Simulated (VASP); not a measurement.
Input for VASP

INCAR:
```
ALGO = Normal
EDIFF = 1E-7
ENCUT = 400
GGA = PS
ISIF = 2
ISMEAR = -5
LASPH = .True.
LCHARG = .True.
LEFG = .True.
LMAXMIX = 4
LORBIT = 11
LREAL = .False.
LWAVE = .False.
NEDOS = 601
NELM = 100
PREC = Accurate
SYSTEM = Al3V
```

File POSCAR:
```
Al3V
1
    3.8671372919     0.0000000000     0.0000000000
    0.0000000000     3.8671372919     0.0000000000
    0.0000000000     0.0000000000     3.8671372919
Al V
3 1
Direct
  0.5000000000   0.5000000000   0.0000000000
  0.0000000000   0.5000000000   0.5000000000
  0.5000000000   0.0000000000   0.5000000000
  0.0000000000   0.0000000000   0.0000000000
```

File KPOINTS:
```
Automatic mesh
0
Gamma
9 9 9
0 0 0
```

POTCAR, in this order: Al V_sv (PBE.64 set). Program: vasp_std.

Write an equivalent input for Quantum ESPRESSO's pw.x.

One equivalent input (not run):
```
&CONTROL
  calculation = 'scf'
  pseudo_dir = './pseudo'
  outdir = './out'
  tprnfor = .true.
  tstress = .true.
/
&SYSTEM
  ibrav = 0
  nat = 4
  ntyp = 2
  ecutwfc = 84
  occupations = 'tetrahedra'
  input_dft = 'pbesol'
/
&ELECTRONS
  conv_thr = 7.3e-09
  electron_maxstep = 100
/
ATOMIC_SPECIES
  Al 26.982 Al.upf
  V 50.941 V.upf
CELL_PARAMETERS angstrom
     3.8671373    0.0000000    0.0000000
     0.0000000    3.8671373    0.0000000
     0.0000000    0.0000000    3.8671373
ATOMIC_POSITIONS crystal
  Al   0.5000000  0.5000000  0.0000000
  Al   0.0000000  0.5000000  0.5000000
  Al   0.5000000  0.0000000  0.5000000
  V    0.0000000  0.0000000  0.0000000
K_POINTS automatic
  9 9 9 0 0 0
```
What does not carry over: the potentials are each code's own (VASP's PAW set, PseudoDojo norm-conserving files in pw.x), so ENCUT and ecutwfc are chosen apart and not converted; conv_thr bounds pw.x's estimated SCF error, while EDIFF bounds the energy change between steps; the field gradients of LEFG aren't asked of the other code.

The structure comes from a computed database's Al3V entry (Pm-3m); how it stands against other phases isn't given here. It was relaxed first.
